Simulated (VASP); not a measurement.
An input for Quantum ESPRESSO's pw.x (written as the equivalent of a VASP run, and not itself run):

```
&CONTROL
  calculation = 'scf'
  pseudo_dir = './pseudo'
  outdir = './out'
  tprnfor = .true.
  tstress = .true.
/
&SYSTEM
  ibrav = 0
  nat = 3
  ntyp = 2
  ecutwfc = 84
  occupations = 'tetrahedra'
  input_dft = 'pbe'
  vdw_corr = 'grimme-d3'
  dftd3_version = 4
  dftd3_threebody = .false.
/
&ELECTRONS
  conv_thr = 7.3e-09
  electron_maxstep = 100
/
ATOMIC_SPECIES
  Pb 207.200 Pb.upf
  F 18.998 F.upf
CELL_PARAMETERS angstrom
     0.0000000    2.9791716    2.9791716
     2.9791716    0.0000000    2.9791716
     2.9791716    2.9791716    0.0000000
ATOMIC_POSITIONS crystal
  Pb   0.0000000  0.0000000  0.0000000
  F    0.2500000  0.2500000  0.2500000
  F    0.7500000  0.7500000  0.7500000
K_POINTS automatic
  7 7 7 0 0 0
```

Task: Translate this input to VASP (INCAR, KPOINTS, POSCAR, choice of POTCAR).

Result: One answer among several that fit: 
### INCAR
```
# general
SYSTEM  = PbF2
PREC    = Accurate
ENCUT   = 520   # plane-wave cut-off (eV)
LREAL   = .FALSE.   # projection in real space or not
LASPH   = .TRUE.   # aspherical one-centre terms

# electronic loop
EDIFF   = 1E-7
NELM    = 100   # most electronic steps
ALGO    = Normal
LMAXMIX = 4

# smearing
ISMEAR  = -5   # tetrahedra, Bloechl

# functional
GGA     = PE   # PBE
IVDW    = 12   # D3, Becke-Johnson

# ions
ISIF    = 2

# output
LWAVE   = .FALSE.
LCHARG  = .TRUE.
LORBIT  = 11
NEDOS   = 601

# other
LEFG    = .TRUE.
```

**KPOINTS**
```
Automatic mesh
0
Gamma
7 7 7
0 0 0
```

File POSCAR:
```
PbF2
1.0
  0.0000000000   2.9791716049   2.9791716049
  2.9791716049   0.0000000000   2.9791716049
  2.9791716049   2.9791716049   0.0000000000
Pb F
1 2
direct
  0.0000000000   0.0000000000   0.0000000000
  0.2500000000   0.2500000000   0.2500000000
  0.7500000000   0.7500000000   0.7500000000
```

POTCAR, in this order: Pb_d F (PBE.64 set). Program: vasp_std.

Limits of the translation: the potentials are each code's own (VASP's PAW set, PseudoDojo norm-conserving files in pw.x), so ENCUT and ecutwfc are chosen apart and not converted; conv_thr bounds pw.x's estimated SCF error, while EDIFF bounds the energy change between steps; the field gradients of LEFG aren't asked of the other code.

The compound is PbF2 in the fluorite structure, the β form. It was relaxed first.
